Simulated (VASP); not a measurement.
These are PBE GGA, VASP's PBE PAW potentials (set 64) (plane waves; VASP) values and carry that method's errors. Each cell was relaxed at this level.

**Question.** Which of these has an unstable (imaginary) mode at Γ?
A) Ni3Si, Pm-3m (221)
B) Cr, Im-3m (229)
C) BaTiO3, P4mm (99)
D) CuI, F-43m (216)

**Answer.** C, BaTiO3, P4mm (99). Its optical Γ-point modes are 136i (×2), 151, 163 (×2), 274, 293 (×2), 371, 450 (×2), 571 cm⁻¹.
